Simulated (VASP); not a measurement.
# KTaO3: the band gap up a ladder of functionals, part 3 of 5

Wanted: bands and gap of KTaO3 from one functional after another. The start is a cell from a database of measured crystal structures.

VASP 6.6.1, plane waves and PAW; the level of theory is named at each step.

Still holding for the runs below: Spin-orbit coupling is off here; with elements this heavy it splits and shifts levels by tenths of an eV or more.

So far, least gap on mesh and path (eV): step 2 (bands, level LDA, k 4×4×4) 2.01; step 3 (bands, level PBE, k 4×4×4) 2.16; step 4 (bands, level r2SCAN, k 4×4×4) 2.58; step 5 (bands, level TB-mBJ, k 4×4×4) 3.49.

### 6. Bands with SCAN, k 4×4×4

This step: SCAN; plane waves and PAW (K_sv, Ta_pv, O) (VASP 6.6.1).

SCAN adds the kinetic-energy density; it is numerically more delicate than r2SCAN.

File INCAR:

```
SYSTEM = KTaO3
PREC = Accurate
ENCUT = 520
EDIFF = 1E-06
NELM = 100
ISMEAR = 0
SIGMA = 0.02
LREAL = .FALSE.
ALGO = Normal
METAGGA = SCAN
LASPH = .TRUE.
NBANDS = 34
LORBIT = 11
LWAVE = .FALSE.
LCHARG = .FALSE.
KPAR = 8
```

File POSCAR:

```
KTaO3
1.0
    3.9883000000      0.0000000000      0.0000000000
    0.0000000000      3.9883000000      0.0000000000
    0.0000000000      0.0000000000      3.9883000000
K Ta O
1 1 3
Direct
    0.5000000000      0.5000000000      0.5000000000
    0.0000000000      0.0000000000      0.0000000000
    0.5000000000      0.0000000000      0.0000000000
    0.0000000000      0.5000000000      0.0000000000
    0.0000000000      0.0000000000      0.5000000000
```

File KPOINTS:

```
Automatic mesh
0
Gamma
4 4 4
0 0 0
```

File KPOINTS_OPT:

```
Line mode
16
Line-mode
Reciprocal
  0.00000000   0.00000000   0.00000000 GAMMA
  0.00000000   0.50000000   0.00000000 X

  0.00000000   0.50000000   0.00000000 X
  0.50000000   0.50000000   0.00000000 M

  0.50000000   0.50000000   0.00000000 M
  0.00000000   0.00000000   0.00000000 GAMMA

  0.00000000   0.00000000   0.00000000 GAMMA
  0.50000000   0.50000000   0.50000000 R

  0.50000000   0.50000000   0.50000000 R
  0.00000000   0.50000000   0.00000000 X

  0.50000000   0.50000000   0.00000000 M
  0.50000000   0.50000000   0.50000000 R
```

The projector-augmented-wave data sets are K_sv, Ta_pv and O (PBE family, release 64).

Launch:

```bash
$ mpirun -np 8 vasp_std
```

Numbers of over 12 decimals in the logs are rounded to 6 here.

The program printed:

```text
[... set-up lines as in an earlier step ...]
 entering main loop
       N       E                     dE             d eps       ncg     rms          rms(c)
DAV:   1     0.237534799660E+03    0.23753E+03   -0.19880E+04   680   0.113E+03
DAV:   2    -0.107995029358E+03   -0.34553E+03   -0.32926E+03   768   0.352E+02
DAV:   3    -0.127722520795E+03   -0.19727E+02   -0.19524E+02   932   0.791E+01
DAV:   4    -0.128426781156E+03   -0.70426E+00   -0.70088E+00  1014   0.992E+00
[...]
DAV:  14    -0.108137095354E+03    0.25758E-05   -0.20278E-06   664   0.850E-03    0.876E-03
DAV:  15    -0.108137093686E+03    0.16684E-05   -0.10980E-06   438   0.673E-03    0.159E-03
DAV:  16    -0.108137093594E+03    0.91548E-07   -0.12745E-07   384   0.242E-03
   1 F= -.10813709E+03 E0= -.10813709E+03  d E =-.463056E-17
 Start KPOINTS_OPT (optional k-point list driver)
k-point batch [1-10\96]
       N       E                     dE             ncg
DAV:   1    -0.620112594702E+03   -0.28278E+04      680
DAV:   2    -0.399059224523E+04   -0.33705E+04      798
DAV:   3    -0.417683696616E+04   -0.18624E+03      848
DAV:   4    -0.418353397008E+04   -0.66970E+01      938
DAV:   5    -0.418360628679E+04   -0.72317E-01      858
DAV:   6    -0.418360792971E+04   -0.16429E-02      936
DAV:   7    -0.418360794030E+04   -0.10586E-04      832
DAV:   8    -0.418360794052E+04   -0.21832E-06      586
[...]
k-point batch [91-96\96]
       N       E                     dE             ncg
DAV:   1     0.496858608454E+04   -0.93549E+04      408
DAV:   2     0.287150677986E+04   -0.20971E+04      460
DAV:   3     0.275717328636E+04   -0.11433E+03      608
DAV:   4     0.275474419385E+04   -0.24291E+01      516
DAV:   5     0.275468217628E+04   -0.62018E-01      542
DAV:   6     0.275467994869E+04   -0.22276E-02      500
DAV:   7     0.275467993429E+04   -0.14396E-04      540
DAV:   8     0.275467993419E+04   -0.98489E-07      348
```

Wall time 46 s (8 MPI ranks of AMD EPYC 9R45, shared host); peak memory 1.5 GiB; 6.1 min of CPU time.

OUTCAR, selected parts (step 6):

```text
  Total       -0.2783388     -0.2783388     -0.2783388      0.0000000     -0.0000000      0.0000000
  in kB       -7.0294423     -7.0294423     -7.0294423      0.0000000     -0.0000000      0.0000000
  external PRESSURE =      -7.0294423 kB  Pullay stress =       0.0000000 kB

  FREE ENERGIE OF THE ION-ELECTRON SYSTEM (eV)
  ---------------------------------------------------
  free  energy   TOTEN  =      -108.1370935942 eV

  energy  without entropy=     -108.1370935942  energy(sigma->0) =     -108.13709359

[... 3 parts as in an earlier step ...]

[... 1 further part left out ...]
[key lines of the parts left out:]
E-fermi :   1.4973
```

Electronic bands along the path, in eV, zero at the valence-band top; v1 is the highest filled band, c1 the lowest empty one:

```
          point     v4     v3     v2     v1    c1    c2    c3     c4
              Γ  -1.09  -0.65  -0.65  -0.65  2.52  2.52  2.52   6.99
0.53 of the way  -1.75  -1.35  -0.82  -0.82  2.60  4.15  4.15   7.01
              X  -2.14  -1.54  -0.88  -0.88  2.67  5.37  5.37   7.02
0.47 of the way  -1.67  -1.42  -1.41  -0.61  3.96  5.39  5.83   7.79
              M  -1.71  -1.46  -1.46  -0.04  5.41  5.41  6.72   7.97
0.47 of the way  -1.60  -1.36  -1.35  -0.62  4.13  4.27  5.02   7.71
              Γ  -1.09  -0.65  -0.65  -0.65  2.52  2.52  2.52   6.99
0.47 of the way  -2.91  -0.89  -0.89  -0.63  4.59  4.73  4.73   9.51
              R  -3.97   0.00   0.00   0.00  6.85  6.85  6.85   9.68
0.47 of the way  -3.16  -0.74  -0.59  -0.38  5.14  5.97  6.07  10.03
              X  -2.14  -1.54  -0.88  -0.88  2.67  5.37  5.37   7.02
      jump to M  -1.71  -1.46  -1.46  -0.04  5.41  5.41  6.72   7.97
0.47 of the way  -3.51  -0.63  -0.63  -0.02  5.92  5.92  6.78   9.70
              R  -3.97   0.00   0.00   0.00  6.85  6.85  6.85   9.68
```

The largest weight of each band there:

```
point      v4      v3      v2      v1       c1       c2       c3       c4
    Γ  O 1.00  O 0.96  O 0.96  O 0.96  Ta 0.99  Ta 0.99  Ta 0.99  Ta 0.91
    X  O 0.95  O 0.98  O 0.96  O 0.96  Ta 1.00  Ta 0.73  Ta 0.73  Ta 0.91
    M  O 0.85  O 0.94  O 0.94  O 1.00  Ta 0.73  Ta 0.73  Ta 0.79  Ta 0.84
    Γ  O 1.00  O 0.96  O 0.96  O 0.96  Ta 0.99  Ta 0.99  Ta 0.99  Ta 0.91
    R  O 0.63  O 1.00  O 1.00  O 1.00  Ta 0.77  Ta 0.77  Ta 0.77   K 0.81
    X  O 0.95  O 0.98  O 0.96  O 0.96  Ta 1.00  Ta 0.73  Ta 0.73  Ta 0.91
```

The gap is 2.52 eV, indirect, from R to Γ. Against LDA that is +0.51 eV; this run took 3.9 times the core time.

### 7. Bands with AM05, k 4×4×4

This step: AM05; plane waves and PAW (K_sv, Ta_pv, O) (VASP 6.6.1).

AM05 is built from the electron gas and the surface model, and does well on lattice constants.

Changes to INCAR since step 6:

```diff
@@ -9,4 +9,3 @@
 ALGO = Normal
-METAGGA = SCAN
-LASPH = .TRUE.
+GGA = AM
 NBANDS = 34
```

POSCAR is that of step 6.

KPOINTS is that of step 6.

KPOINTS_OPT is that of step 6.

Launch:

```bash
$ mpirun -np 8 vasp_std
```

The program printed:

```text
[banner, memory and clock lines left out]
running    8 mpi-ranks, on    1 nodes
[...]
[... a notice as in an earlier step ...]

 [... a notice as in an earlier step ...]

 LDA part: xc-table for (Slater+PW92), standard interpolation
 POSCAR, INCAR and KPOINTS ok, starting setup
[...]
entering main loop
       N       E                     dE             d eps       ncg     rms          rms(c)
DAV:   1     0.310885498199E+03    0.31089E+03   -0.19490E+04   680   0.111E+03
DAV:   2    -0.297763953982E+02   -0.34066E+03   -0.32476E+03   776   0.341E+02
DAV:   3    -0.487497857811E+02   -0.18973E+02   -0.18787E+02   876   0.772E+01
DAV:   4    -0.495051677574E+02   -0.75538E+00   -0.75243E+00   994   0.968E+00
[...]
DAV:  12    -0.418234307453E+02   -0.34411E-04   -0.65367E-05   782   0.566E-02    0.501E-02
DAV:  13    -0.418234283581E+02    0.23871E-05   -0.28936E-05   838   0.320E-02    0.535E-03
DAV:  14    -0.418234286771E+02   -0.31900E-06   -0.66447E-07   680   0.509E-03
   1 F= -.41823429E+02 E0= -.41823429E+02  d E =-.211211E-13
 Start KPOINTS_OPT (optional k-point list driver)
k-point batch [1-10\96]
       N       E                     dE             ncg
DAV:   1    -0.435578562901E+03   -0.26432E+04      680
DAV:   2    -0.369801918169E+04   -0.32624E+04      808
DAV:   3    -0.387958370310E+04   -0.18156E+03      838
DAV:   4    -0.388726781735E+04   -0.76841E+01      960
DAV:   5    -0.388733341194E+04   -0.65595E-01      802
DAV:   6    -0.388733501363E+04   -0.16017E-02      990
DAV:   7    -0.388733502293E+04   -0.92936E-05      784
DAV:   8    -0.388733502313E+04   -0.20170E-06      604
[...]
k-point batch [91-96\96]
       N       E                     dE             ncg
DAV:   1     0.508667914647E+04   -0.92368E+04      408
DAV:   2     0.305047948008E+04   -0.20362E+04      460
DAV:   3     0.293887425014E+04   -0.11161E+03      592
DAV:   4     0.293627823029E+04   -0.25960E+01      546
DAV:   5     0.293624474886E+04   -0.33481E-01      536
DAV:   6     0.293624405829E+04   -0.69056E-03      526
DAV:   7     0.293624404863E+04   -0.96612E-05      552
DAV:   8     0.293624404852E+04   -0.10710E-06      358
```

Run time: 14 s. Hardware: 8 MPI ranks; peak memory 1.4 GiB; 1.8 min of CPU time.

Parts of OUTCAR (step 7):

```text
  Total        0.3262426      0.3262426      0.3262426      0.0000000      0.0000000     -0.0000000
  in kB        8.2392530      8.2392530      8.2392530      0.0000000      0.0000000     -0.0000000
  external PRESSURE =       8.2392530 kB  Pullay stress =       0.0000000 kB

  FREE ENERGIE OF THE ION-ELECTRON SYSTEM (eV)
  ---------------------------------------------------
  free  energy   TOTEN  =       -41.8234286771 eV

  energy  without entropy=      -41.8234286771  energy(sigma->0) =      -41.82342868

[... 3 parts as in an earlier step ...]

[... 1 further part left out ...]
[key lines of the parts left out:]
E-fermi :   1.8293
```

Electronic bands along the path, in eV, zero at the valence-band top; v1 is the highest filled band, c1 the lowest empty one:

```
          point     v4     v3     v2     v1    c1    c2    c3    c4
              Γ  -1.07  -0.62  -0.62  -0.62  2.07  2.07  2.07  6.60
0.53 of the way  -1.74  -1.33  -0.79  -0.79  2.16  3.74  3.74  6.75
              X  -2.15  -1.53  -0.85  -0.85  2.23  4.96  4.96  6.77
0.47 of the way  -1.66  -1.40  -1.39  -0.61  3.55  4.98  5.40  7.47
              M  -1.66  -1.44  -1.44  -0.04  5.00  5.00  6.29  7.63
0.47 of the way  -1.59  -1.34  -1.33  -0.62  3.71  3.86  4.59  7.38
              Γ  -1.07  -0.62  -0.62  -0.62  2.07  2.07  2.07  6.60
0.47 of the way  -2.91  -0.88  -0.88  -0.62  4.16  4.30  4.30  8.73
              R  -3.94   0.00   0.00   0.00  6.42  6.42  6.42  8.86
0.47 of the way  -3.15  -0.74  -0.60  -0.38  4.72  5.54  5.65  9.63
              X  -2.15  -1.53  -0.85  -0.85  2.23  4.96  4.96  6.77
      jump to M  -1.66  -1.44  -1.44  -0.04  5.00  5.00  6.29  7.63
0.47 of the way  -3.50  -0.63  -0.63  -0.02  5.49  5.49  6.35  9.03
              R  -3.94   0.00   0.00   0.00  6.42  6.42  6.42  8.86
```

The largest weight of each band there:

```
point      v4      v3      v2      v1       c1       c2       c3       c4
    Γ  O 1.00  O 0.96  O 0.96  O 0.96  Ta 0.99  Ta 0.99  Ta 0.99   O 0.52
    X  O 0.95  O 0.98  O 0.96  O 0.96  Ta 1.00  Ta 0.71  Ta 0.71  Ta 0.91
    M  O 0.85  O 0.94  O 0.94  O 1.00  Ta 0.71  Ta 0.71  Ta 0.77  Ta 0.82
    Γ  O 1.00  O 0.96  O 0.96  O 0.96  Ta 0.99  Ta 0.99  Ta 0.99   O 0.52
    R  O 0.61  O 1.00  O 1.00  O 1.00  Ta 0.75  Ta 0.75  Ta 0.75   K 0.79
    X  O 0.95  O 0.98  O 0.96  O 0.96  Ta 1.00  Ta 0.71  Ta 0.71  Ta 0.91
```

The gap is 2.07 eV, indirect, from R to Γ. Against LDA that is +0.06 eV; the cost is about the same.

### 8. Starting orbitals for the hybrid

This step: PBE; plane waves and PAW (K_sv, Ta_pv, O) (VASP 6.6.1).

A hybrid converges badly from random orbitals, so a cheap semilocal run writes a WAVECAR on the same mesh first.

File INCAR:

```
SYSTEM = KTaO3
PREC = Accurate
ENCUT = 520
EDIFF = 1E-05
NELM = 100
ISMEAR = 0
SIGMA = 0.02
LREAL = .FALSE.
ALGO = Normal
GGA = PE
NBANDS = 25
LORBIT = 11
LWAVE = .TRUE.
LCHARG = .FALSE.
KPAR = 8
```

POSCAR is that of step 7.

KPOINTS is that of step 7.

Launch:

```bash
$ mpirun -np 8 vasp_std
```

The program printed:

```text
[... set-up lines as in an earlier step ...]
 entering main loop
       N       E                     dE             d eps       ncg     rms          rms(c)
DAV:   1     0.318518778377E+03    0.31852E+03   -0.20779E+04   500   0.151E+03
DAV:   2    -0.312442945429E+02   -0.34976E+03   -0.34318E+03   606   0.431E+02
DAV:   3    -0.490718288898E+02   -0.17828E+02   -0.17772E+02   743   0.941E+01
DAV:   4    -0.495867341488E+02   -0.51491E+00   -0.51437E+00   791   0.105E+01
DAV:   5    -0.495898001531E+02   -0.30660E-02   -0.30658E-02   693   0.787E-01    0.340E+01
DAV:   6    -0.411754193380E+02    0.84144E+01   -0.39577E+01   674   0.428E+01    0.134E+01
DAV:   7    -0.410669663820E+02    0.10845E+00   -0.21371E+00   627   0.911E+00    0.902E+00
DAV:   8    -0.410182743833E+02    0.48692E-01   -0.39907E-01   670   0.533E+00    0.228E+00
DAV:   9    -0.410050178342E+02    0.13257E-01   -0.32553E-02   639   0.136E+00    0.399E-01
DAV:  10    -0.410038847008E+02    0.11331E-02   -0.10110E-02   709   0.678E-01    0.643E-02
DAV:  11    -0.410039586861E+02   -0.73985E-04   -0.48498E-04   655   0.146E-01    0.304E-02
DAV:  12    -0.410039881499E+02   -0.29464E-04   -0.48602E-05   621   0.584E-02    0.126E-02
DAV:  13    -0.410039883633E+02   -0.21346E-06   -0.22179E-06   389   0.134E-02
   1 F= -.41003988E+02 E0= -.41003988E+02  d E =-.116203E-16
 writing wavefunctions
```

The job ended after 2.8 s (8 MPI ranks; peak memory 1.2 GiB).

From OUTCAR (step 8):

```text
   k-points           NKPTS =     10   k-points in BZ     NKDIM =     10   number of bands    NBANDS=     25

   NELECT =      38.0000    total number of electrons

 E-fermi :   1.9211

 k-point     1 :       0.0000    0.0000    0.0000
  band No.  band energies     occupation
    ...
     15       0.7491      2.00000
     16       0.7491      2.00000
     17       1.1859      2.00000
     18       1.1859      2.00000
     19       1.1859      2.00000
     20       3.9652      0.00000
     21       3.9652      0.00000
     22       3.9652      0.00000
     23       8.4302      0.00000
     24       8.5562      0.00000
    ...

  Total        2.4281461      2.4281461      2.4281461      0.0000000     -0.0000000      0.0000000
  in kB       61.3227952     61.3227952     61.3227952      0.0000000     -0.0000000      0.0000000
  external PRESSURE =      61.3227952 kB  Pullay stress =       0.0000000 kB

  FREE ENERGIE OF THE ION-ELECTRON SYSTEM (eV)
  ---------------------------------------------------
  free  energy   TOTEN  =       -41.0039883633 eV

  energy  without entropy=      -41.0039883633  energy(sigma->0) =      -41.00398836

[... 9 parts as in an earlier step ...]

[... 8 further parts left out ...]
```

The gap is read on the k-mesh alone, so it is an upper bound where the band edges lie off the mesh.

A gap read on the k-mesh alone can miss the band edges.

Numbers from this step:

```
SCF cycles                     : 13
bands                          : 25
free energy (TOTEN)            : -41.00 eV
Fermi energy                   : 1.921 eV
pressure                       : 6.132 GPa
gap on the k-mesh              : 2.156 eV
least direct gap on the k-mesh : 2.779 eV
```

### 9. Bands with HSE06, k 4×4×4

This step: HSE06; plane waves and PAW (K_sv, Ta_pv, O) (VASP 6.6.1).

HSE06 mixes in a quarter of exact exchange at short range, at far higher cost; in semiconductors this cures much of the gap error, while metals seldom gain.

File INCAR:

```
SYSTEM = KTaO3
PREC = Accurate
ENCUT = 520
EDIFF = 1E-06
NELM = 100
ISMEAR = 0
SIGMA = 0.02
LREAL = .FALSE.
ALGO = Normal
LHFCALC = .TRUE.
AEXX = 0.25
GGA = PE
HFSCREEN = 0.2
LASPH = .TRUE.
NBANDS = 25
PRECFOCK = Fast
LORBIT = 11
LWAVE = .FALSE.
LCHARG = .FALSE.
KPAR = 8
```

POSCAR is that of step 8.

KPOINTS is that of step 8.

Changes to KPOINTS_OPT since step 7:

```diff
@@ -1,3 +1,3 @@
 Line mode
-16
+6
 Line-mode
```

The WAVECAR or CHGCAR of an earlier step is read.

Launch:

```bash
$ mpirun -np 8 vasp_std
```

The program printed:

```text
[banner, memory and clock lines left out]
running    8 mpi-ranks, on    1 nodes
[...]
[... a notice as in an earlier step ...]

 LDA part: xc-table for (Slater+PW92), standard interpolation
 found WAVECAR, reading the header
 POSCAR, INCAR and KPOINTS ok, starting setup
[...]
reading WAVECAR
 the WAVECAR file was read successfully
 initial charge from wavefunction
 entering main loop
       N       E                     dE             d eps       ncg     rms          rms(c)
DAV:   1    -0.495033193163E+02   -0.49503E+02   -0.94771E-01   542   0.844E+00    0.289E+00
DAV:   2    -0.494721226586E+02    0.31197E-01   -0.11243E-01   588   0.293E+00    0.145E+00
DAV:   3    -0.494683504170E+02    0.37722E-02   -0.22621E-02   644   0.111E+00    0.746E-01
DAV:   4    -0.494672011433E+02    0.11493E-02   -0.34045E-03   603   0.417E-01    0.413E-01
[...]
DAV:   8    -0.494669214580E+02    0.19046E-05   -0.33178E-06   563   0.166E-02    0.463E-02
[...]
1 F= -.49466920E+02 E0= -.49466920E+02  d E =-.122340E-33
 Start KPOINTS_OPT (optional k-point list driver)
k-point batch [1-10\36]
       N       E                     dE             ncg
DAV:   1    -0.577123932066E+03   -0.69585E+04      500
DAV:   2    -0.433196250723E+04   -0.37548E+04      581
DAV:   3    -0.466833734341E+04   -0.33637E+03      737
DAV:   4    -0.468264852682E+04   -0.14311E+02      768
DAV:   5    -0.468300037652E+04   -0.35185E+00      720
DAV:   6    -0.468300953923E+04   -0.91627E-02      720
DAV:   7    -0.468300980951E+04   -0.27028E-03      728
DAV:   8    -0.468300981555E+04   -0.60479E-05      632
DAV:   9    -0.468300981574E+04   -0.19066E-06      512
[...]
k-point batch [31-36\36]
       N       E                     dE             ncg
DAV:   1     0.426829367145E+04   -0.85460E+04      300
DAV:   2     0.197206102803E+04   -0.22962E+04      343
DAV:   3     0.177911520262E+04   -0.19295E+03      472
DAV:   4     0.177326991169E+04   -0.58453E+01      413
DAV:   5     0.177313631725E+04   -0.13359E+00      463
DAV:   6     0.177313365914E+04   -0.26581E-02      382
DAV:   7     0.177313359971E+04   -0.59428E-04      464
DAV:   8     0.177313359796E+04   -0.17534E-05      359
DAV:   9     0.177313359791E+04   -0.47570E-07      272
```

It took 5.2 min on 8 MPI ranks; peak memory 2.4 GiB.

From OUTCAR (step 9):

```text
 POSITION                                       TOTAL-FORCE (eV/Angst)
 -----------------------------------------------------------------------------------
      1.99415      1.99415      1.99415         0.000000      0.000000      0.000000
      0.00000      0.00000      0.00000         0.000000      0.000000      0.000000
      1.99415      0.00000      0.00000         0.000000      0.000000      0.000000
      0.00000      1.99415      0.00000         0.000000      0.000000      0.000000
      0.00000      0.00000      1.99415         0.000000      0.000000      0.000000
 -----------------------------------------------------------------------------------
    total drift:                                0.000000     -0.000000     -0.000001

  FREE ENERGIE OF THE ION-ELECTRON SYSTEM (eV)
  ---------------------------------------------------
  free  energy   TOTEN  =       -49.4669202945 eV

  energy  without entropy=      -49.4669202945  energy(sigma->0) =      -49.46692029

[... 1 part as in an earlier step ...]

[... 2 further parts left out ...]
[key lines of the parts left out:]
E-fermi :   0.8572
```

Electronic bands along the path, in eV, zero at the valence-band top; v1 is the highest filled band, c1 the lowest empty one:

```
          point     v4     v3     v2     v1    c1    c2    c3     c4
              Γ  -1.13  -0.65  -0.65  -0.65  3.51  3.51  3.51   8.25
0.40 of the way  -1.55  -1.30  -0.80  -0.80  3.56  4.62  4.62   8.26
              X  -2.29  -1.60  -0.90  -0.90  3.67  6.57  6.57   8.28
0.60 of the way  -1.68  -1.65  -1.52  -0.37  5.62  6.60  7.39   9.18
              M  -1.83  -1.55  -1.55  -0.04  6.61  6.61  8.06   9.27
0.40 of the way  -1.69  -1.52  -1.47  -0.53  5.52  5.66  6.60   9.06
              Γ  -1.13  -0.65  -0.65  -0.65  3.51  3.51  3.51   8.25
0.40 of the way  -2.72  -1.01  -1.01  -0.77  5.26  5.42  5.42  10.19
              R  -4.21   0.00   0.00   0.00  8.21  8.21  8.21  10.76
0.40 of the way  -3.58  -0.63  -0.48  -0.29  6.72  7.39  7.53  11.53
              X  -2.29  -1.60  -0.90  -0.90  3.67  6.57  6.57   8.28
      jump to M  -1.83  -1.55  -1.55  -0.04  6.61  6.61  8.06   9.27
0.60 of the way  -3.92  -0.39  -0.39  -0.01  7.49  7.49  8.16  10.95
              R  -4.21   0.00   0.00   0.00  8.21  8.21  8.21  10.76
```

The largest weight of each band there:

```
point      v4      v3      v2      v1       c1       c2       c3       c4
    Γ  O 1.00  O 0.96  O 0.96  O 0.96  Ta 0.99  Ta 0.99  Ta 0.99  Ta 0.90
    X  O 0.95  O 0.99  O 0.96  O 0.96  Ta 1.00  Ta 0.74  Ta 0.74  Ta 0.91
    M  O 0.84  O 0.94  O 0.94  O 1.00  Ta 0.74  Ta 0.74  Ta 0.79  Ta 0.84
    Γ  O 1.00  O 0.96  O 0.96  O 0.96  Ta 0.99  Ta 0.99  Ta 0.99  Ta 0.90
    R  O 0.63  O 1.00  O 1.00  O 1.00  Ta 0.77  Ta 0.77  Ta 0.77   K 0.78
    X  O 0.95  O 0.99  O 0.96  O 0.96  Ta 1.00  Ta 0.74  Ta 0.74  Ta 0.91
```

The gap is 3.51 eV, indirect, from R to Γ. Against LDA that is +1.50 eV; this run took 27 times the core time, on fewer points of the path.

(Continued in part 4 of 5.)

[Lines on the potential files, build, host, timing and source positions are cut from VASP's logs without a mark.]

[Logs are printed without paths, hosts, clocks, repeated set-up lines and the standing remarks that a program may print on its own settings, such as how far it seeks lower states.]

[Hosts, paths, dates, database ids (printed as entryN), source tags and the programs' standing remarks are cut or masked in the printed files.]

[Measured values are set beside computed ones only where the two were judged alike; some that the calculation misses by far are left out.]

[In band tables of VASP the shares of atoms and orbitals are scaled to a sum of 1 inside the atoms' spheres.]
